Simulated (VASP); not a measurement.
A convergence study with VASP on PbSe (rock salt): one setting is varied, all else stays as given below, so the limit is that of these other settings.

```yaml
crystal:
  lattice:
    - [0.00000, 3.06000, 3.06000]
    - [3.06000, 0.00000, 3.06000]
    - [3.06000, 3.06000, 0.00000]
  atoms:
    - { symbol: Pb, position: [0.00000, 0.00000, 0.00000] }
    - { symbol: Se, position: [0.50000, 0.50000, 0.50000] }
```

The numbers are results of PBE GGA, VASP's PBE PAW potentials (set 64) (plane waves; VASP), not measurements. The tightest run used: 550 eV cut-off, 12×12×12 Monkhorst-Pack mesh, Gaussian smearing of 0.050 eV, potentials Pb_d Se.

```
setting     E (eV/atom)  pressure (GPa)  irreducible k-points
----------  -----------  --------------  --------------------
1×1×1 mesh      -1.7198           23.64                     1
2×2×2 mesh      -4.3776           -0.20                     2
3×3×3 mesh      -4.1462            1.52                     4
4×4×4 mesh      -4.0971            2.37                    10
5×5×5 mesh      -4.0946            2.29                    10
```

Task: These are the cheaper rows. Estimate the results at 12×12×12 mesh, and how far the last row shown lies from them.

Result: 
| quantity | tightest run | last row shown is off by |
|---|---|---|
| E (eV/atom) | -4.0883 | -0.0063 |
| pressure (GPa) | 2.47 | -0.17 |

Left out are rungs that failed or repeat a setting and relaxations that didn't move; long series are thinned to 24 rows.

The compound is PbSe in the rock salt structure. The cell was not relaxed at this level.
